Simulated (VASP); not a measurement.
These are vdW-DF-cx, VASP's PBE PAW potentials (set 64) (plane waves; VASP 6.6.1) values and carry that method's errors.

A VASP calculation is set up with these files.

INCAR:
```
# general
SYSTEM  =SrTiO3
PREC    =Accurate
ENCUT   =520
LREAL   =.FALSE.
LASPH   =.TRUE.

# electronic loop
EDIFF   =1E-7
NELM    =100
ALGO    =Normal
LMAXMIX =4

# smearing
ISMEAR  =0
SIGMA   =0.05

# functional
GGA     =CX
LUSE_VDW=.TRUE.
AGGAC   =0.0

# ions
ISIF    =2

# output
LWAVE   =.FALSE.
LCHARG  =.FALSE.
```

### KPOINTS
```
Automatic mesh
0
Gamma
6 6 6
0 0 0
```

POSCAR:
```
SrTiO3
1
    3.8647261551     0.0000000000     0.0000000000
    0.0000000000     3.8647261551     0.0000000000
    0.0000000000     0.0000000000     3.8647261551
Sr Ti O
1 1 3
Direct
  0.0000000000   0.0000000000   0.0000000000
  0.5000000000   0.5000000000   0.5000000000
  0.5000000000   0.0000000000   0.5000000000
  0.0000000000   0.5000000000   0.5000000000
  0.5000000000   0.5000000000   0.0000000000
```

POTCAR, in this order: Sr_sv Ti_sv O (PBE.64 set). Program: vasp_std.

The resulting files:

OUTCAR:
```
 ion  position               nearest neighbor table
   1  0.000  0.000  0.000-   3 2.73   4 2.73   5 2.73   3 2.73   4 2.73   4 2.73   5 2.73   4 2.73
                             3 2.73   5 2.73   3 2.73   5 2.73   2 3.35   2 3.35   2 3.35   2 3.35
   2  0.500  0.500  0.500-   3 1.93   4 1.93   5 1.93   5 1.93   3 1.93   4 1.93   1 3.35   1 3.35
                             1 3.35   1 3.35   1 3.35   1 3.35   1 3.35   1 3.35
   3  0.500  0.000  0.500-   2 1.93   2 1.93   1 2.73   1 2.73   1 2.73   1 2.73
   4  0.000  0.500  0.500-   2 1.93   2 1.93   1 2.73   1 2.73   1 2.73   1 2.73
   5  0.500  0.500  0.000-   2 1.93   2 1.93   1 2.73   1 2.73   1 2.73   1 2.73
  LATTYP: Found a simple cubic cell.
 ALAT       =     3.8647261551
 Subroutine PRICEL returns:
 Original cell was already a primitive cell.
 Subroutine GETGRP returns: Found 48 space group operations
The static configuration has the point symmetry O_h .
The dynamic configuration has the point symmetry O_h .
 Subroutine INISYM returns: Found 48 space group operations
 Subroutine IBZKPT returns following result:
 Found     20 irreducible k-points:

 Following reciprocal coordinates:
            Coordinates               Weight
  0.000000  0.000000  0.000000      1.000000
  0.166667  0.000000  0.000000      6.000000
  0.333333  0.000000  0.000000      6.000000
  0.500000  0.000000  0.000000      3.000000
...
```

File OSZICAR:
```
       N       E                     dE             d eps       ncg     rms          rms(c)
DAV:   1     0.460372231271E+03    0.46037E+03   -0.22120E+04   960   0.187E+03
DAV:   2     0.701344501282E+01   -0.45336E+03   -0.44315E+03  1128   0.503E+02
DAV:   3    -0.388917034798E+02   -0.45905E+02   -0.45775E+02  1416   0.150E+02
DAV:   4    -0.407952359993E+02   -0.19035E+01   -0.19028E+01  1352   0.280E+01
DAV:   5    -0.408532588657E+02   -0.58023E-01   -0.58021E-01  1352   0.387E+00    0.287E+01
DAV:   6    -0.310447734012E+02    0.98085E+01   -0.61766E+01  1392   0.756E+01    0.173E+01
DAV:   7    -0.311054410735E+02   -0.60668E-01   -0.76969E+00  1144   0.219E+01    0.114E+01
DAV:   8    -0.311629115690E+02   -0.57470E-01   -0.19299E+00  1256   0.155E+01    0.327E+00
DAV:   9    -0.310602018203E+02    0.10271E+00   -0.50482E-01  1128   0.760E+00    0.888E-01
DAV:  10    -0.310655168352E+02   -0.53150E-02   -0.12626E-01  1360   0.257E+00    0.771E-01
DAV:  11    -0.310580488962E+02    0.74679E-02   -0.54300E-02  1456   0.189E+00    0.146E-01
DAV:  12    -0.310579714591E+02    0.77437E-04   -0.22051E-03  1256   0.558E-01    0.556E-02
DAV:  13    -0.310580050860E+02   -0.33627E-04   -0.18109E-04  1392   0.132E-01    0.293E-02
DAV:  14    -0.310580097581E+02   -0.46721E-05   -0.46012E-05  1408   0.614E-02    0.131E-02
DAV:  15    -0.310580083979E+02    0.13602E-05   -0.14768E-05  1264   0.391E-02    0.506E-03
DAV:  16    -0.310580090633E+02   -0.66545E-06   -0.22987E-06  1264   0.139E-02    0.372E-03
DAV:  17    -0.310580088649E+02    0.19838E-06   -0.35357E-07   968   0.802E-03    0.928E-04
DAV:  18    -0.310580088431E+02    0.21807E-07   -0.28924E-08   544   0.155E-03
   1 F= -.31058009E+02 E0= -.31058009E+02  d E =-.244902E-22
```

File OUTCAR:
```
------------------------ aborting loop because EDIFF is reached ----------------------------------------
  FORCE on cell =-STRESS in cart. coord.  units (eV):
  Direction    XX          YY          ZZ          XY          YZ          ZX
  --------------------------------------------------------------------------------------
  Total        2.1484974      2.1484974      2.1484974      0.0000000     -0.0000000      0.0000000
  in kB       59.6333531     59.6333531     59.6333531      0.0000000     -0.0000000      0.0000000
  external PRESSURE =      59.6333531 kB  Pullay stress =       0.0000000 kB
  volume of cell :       57.72
      direct lattice vectors                 reciprocal lattice vectors
     3.864726155  0.000000000  0.000000000     0.258750545  0.000000000  0.000000000
     0.000000000  3.864726155  0.000000000     0.000000000  0.258750545  0.000000000
     0.000000000  0.000000000  3.864726155     0.000000000  0.000000000  0.258750545
 POSITION                                       TOTAL-FORCE (eV/Angst)
 -----------------------------------------------------------------------------------
      0.00000      0.00000      0.00000         0.000000      0.000000      0.000000
      1.93236      1.93236      1.93236         0.000000      0.000000      0.000000
      1.93236      0.00000      1.93236         0.000000      0.000000      0.000000
      0.00000      1.93236      1.93236         0.000000      0.000000      0.000000
      1.93236      1.93236      0.00000         0.000000      0.000000      0.000000
 -----------------------------------------------------------------------------------
    total drift:                                0.000000      0.000000     -0.000000
  FREE ENERGIE OF THE ION-ELECTRON SYSTEM (eV)
  ---------------------------------------------------
  free  energy   TOTEN  =       -31.0580088431 eV

  energy  without entropy=      -31.0580088431  energy(sigma->0) =      -31.05800884
```
(Selected blocks of OUTCAR.)

### OUTCAR
```
 val. band max:        4.2974369476   @ k =   0.5000   0.5000   0.5000

 cond. band min:       6.1857106923   @ k =   0.0000   0.0000   0.0000


 Fermi energy:         4.6299305345

 k-point     1 :       0.0000    0.0000    0.0000
  band No.  band energies     occupation
      1     -51.8155      2.00000
      2     -28.2977      2.00000
      3     -28.2193      2.00000
      4     -28.2193      2.00000
      5     -28.2193      2.00000
      6     -13.1519      2.00000
      7     -12.1390      2.00000
      8     -12.1390      2.00000
      9     -10.3238      2.00000
     10     -10.3238      2.00000
     11     -10.3238      2.00000
     12       1.4461      2.00000
     13       1.4461      2.00000
     14       1.4461      2.00000
     15       3.0641      2.00000
     16       3.0641      2.00000
     17       3.0641      2.00000
     18       3.9638      2.00000
     19       3.9638      2.00000
     20       3.9638      2.00000
     21       6.1857      0.00000
     22       6.1857      0.00000
     23       6.1857      0.00000
     24       8.8241      0.00000

 k-point     2 :       0.1667    0.0000    0.0000
  band No.  band energies     occupation
      1     -51.8150      2.00000
      2     -28.3360      2.00000
      3     -28.2184      2.00000
      4     -28.2184      2.00000
      5     -28.1947      2.00000
      6     -13.1767      2.00000
      7     -12.1274      2.00000
      8     -12.1258      2.00000
      9     -10.3103      2.00000
     10     -10.3103      2.00000
     11     -10.1317      2.00000
     12       1.0808      2.00000
     13       1.4191      2.00000
     14       1.4191      2.00000
     15       2.7095      2.00000
     16       2.7095      2.00000
     17       2.8156      2.00000
     18       3.1795      2.00000
     19       3.8084      2.00000
     20       3.8084      2.00000
     21       6.2302      0.00000
     22       6.7940      0.00000
     23       6.7940      0.00000
     24       8.8365      0.00000
...
```

The compound is SrTiO3 in the cubic perovskite structure, the ideal cubic form; the compound distorts at low or room temperature. This cell is one point of a volume scan, at 0.97 of the reference volume.
